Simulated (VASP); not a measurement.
# AlB2Sb3: relaxation of cell and atoms with PBE

Crystal: AlB2Sb3.

```
Al B Sb
1.0
    -1.93448    1.93448    8.05077
     1.93448   -1.93448    8.05077
     1.93448    1.93448   -8.05077
Al B Sb
1 2 3
Cartesian
  0.0000 0.0000 0.0000
  0.0000 0.0000 5.3820
  0.0000 0.0000 10.7195
  0.0000 0.0000 13.5589
  0.0000 0.0000 2.5426
  0.0000 0.0000 8.0508
```

The cell was built by a generator and needn't be a form met in nature.

```json
{
 "Program": "VASP 6.6.1",
 "Task": "relaxation of cell and atoms",
 "Functional": "PBE",
 "Potentials or basis": "VASP PAW PBE potentials, release 64 (Al, B, Sb)",
 "Cutoff": "520 eV",
 "k mesh": "6 × 6 × 6",
 "Occupations": "gaussian, width 0.15 eV",
 "Spin": "no spin polarisation",
 "Further INCAR settings": "PREC = Normal; ALGO = Fast; EDIFF = 0.0001; IBRION = 2; EDIFFG = -0.08; NSW = 24; ISIF = 3"
}
```

* Relaxed volume: 18.93 Å³/atom
* Relaxed cell: a = 8.207 Å, b = 8.207 Å, c = 8.207 Å, α = 153.02°, β = 153.02°, γ = 38.52°
* Space group after relaxing (to 0.05 Å): I4/mmm (No. 139)
* Energy gained by relaxing: 149.2 meV/atom
* Ionic steps: 11
* Pressure after relaxing: 0.0 GPa
* Largest force after relaxing: 0.075 eV/Å
* Band gap on the k mesh: none (metal or under the smearing width)

Forces on the atoms (eV/Å):
```
Al   0.000  0.000  0.000
B    0.000  0.000 -0.075
B    0.000  0.000  0.075
Sb   0.000  0.000  0.067
Sb   0.000  0.000 -0.067
Sb   0.000  0.000  0.000
```

Stress tensor (GPa, compression positive):
```
-0.11  0.00  0.00
 0.00 -0.11  0.00
 0.00  0.00  0.22
```

The path:
```csv
step,energy change (eV),largest force (eV/Å),pressure (GPa),volume (Å³)
1,0.0000,2.4537,-1.70,120.51
2,-0.5104,0.9309,-1.26,116.72
3,-0.5544,0.5422,-0.33,115.16
4,-0.5550,0.5011,-0.15,114.95
5,-0.6470,0.4322,-0.32,114.23
6,-0.8778,0.2585,1.14,111.82
7,-0.8765,0.1869,1.55,111.47
8,-0.8786,0.2242,1.31,111.67
9,-0.8816,0.0906,-1.29,115.83
10,-0.8912,0.1486,-0.20,113.82
11,-0.8955,0.0750,0.00,113.57
```

Final structure:
```xyz
6
Lattice="-1.9144 1.9144 7.7473 1.9144 -1.9144 7.7473 1.9144 1.9144 -7.7473" Properties=species:S:1:pos:R:3 pbc="T T T"
Al    0.0000    0.0000    0.0000
B     0.0000    0.0000    5.1249
B     0.0000    0.0000   10.3698
Sb    0.0000    0.0000   12.7345
Sb    0.0000    0.0000    2.7602
Sb    0.0000    0.0000    7.7473
```

Levels at points of the mesh, in eV from the Fermi level:
```tsv
k point	band 10	band 11	band 12	band 13	band 14	band 15
(0.00, 0.00, 0.00)	-2.05	-2.04	-0.04	0.47	0.47	2.03
(0.50, 0.00, 0.00)	-0.08	0.60	0.77	0.77	1.28	1.57
(0.50, 0.50, 0.00)	-3.31	-2.98	-2.80	-2.24	0.58	1.59
(0.50, 0.50, 0.50)	-0.91	-0.91	-0.58	-0.58	2.57	2.67
```

It took 2.6 min on 2 MPI ranks on Intel(R) Xeon(R) 6975P-C (Granite Rapids), with other jobs on the host, peak memory 0.37 GiB a rank.

Caveat: the k mesh is coarse (spacing up to 0.38 Å⁻¹), so the values aren't converged; the relaxation stopped at a loose force limit of 0.08 eV/Å, so its end isn't a converged minimum. The run has no spin-orbit coupling, so splittings on Sb are missing.
